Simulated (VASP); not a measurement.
Calculation: RPBE GGA, VASP's PBE PAW potentials (set 64) (plane waves; VASP). For the first row: Run with 520 eV cut-off, 12×12×12 Γ-centred mesh, first-order Methfessel-Paxton smearing of 0.10 eV, potentials Zn Cu.

```tsv
system	energy (eV/atom)
CuZn (CsCl type)	-2.0815
Zn (hcp)	-0.7471
Cu (fcc)	-3.2529
```

The references are the elements' solids at the same level; no temperature or zero-point terms are added.

Question: What is the formation energy per atom of CuZn?

Answer: The references average (1×(-0.7471) + 1×(-3.2529))/2 = -2.0000 eV, so the formation energy is -2.0815 − (-2.0000) = -0.082 eV/atom. Measured: -0.124 eV/atom (as given by Niraj K. Nepal et al., Physical Review B (2020), arXiv:2007.11150).
